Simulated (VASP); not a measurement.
```yaml
crystal:
  lattice:
    - [2.14712, -3.71892, 0.00000]
    - [2.14712, 3.71892, 0.00000]
    - [0.00000, 0.00000, 5.04096]
  atoms:
    - { symbol: Se, position: [0.00000, 0.22879, 0.66667] }
    - { symbol: Se, position: [0.77121, 0.77121, 0.00000] }
    - { symbol: Se, position: [0.22879, 0.00000, 0.33333] }
```

Computed with r2SCAN+rVV10, VASP's PBE PAW potentials (set 64) (plane waves; VASP). Settings: 520 eV cut-off, 7×7×5 Γ-centred mesh, tetrahedra with Blöchl corrections, potentials Se.

The path is coarsely sampled, so an indirect gap can come out somewhat too large.

Question: Give the energies of bands 4 to 12 at the high-symmetry points, in eV from the valence-band maximum.

Answer: 
```csv
band,Γ,M,K,A,L,H
4,-3.87,-5.40,-5.20,-5.04,-6.17,-5.97
5,-3.87,-4.90,-5.20,-3.40,-4.57,-5.17
6,-3.80,-3.58,-2.97,-3.40,-4.34,-5.17
7,-2.07,-3.10,-2.97,-1.54,-2.03,-1.17
8,-2.07,-1.80,-2.79,-1.54,-1.56,-0.17
9,-0.45,-1.07,-1.84,-1.30,-0.01,-0.17
10,1.98,2.05,3.31,1.33,1.70,1.04
11,1.98,2.46,3.31,1.43,2.99,2.88
12,2.39,4.39,3.98,1.43,3.07,2.88
```

The gap is indirect, 1.04 eV, from the valence maximum at L-H at 0.40 to the conduction minimum at H.

The compound is Se in the trig structure. It was relaxed first.
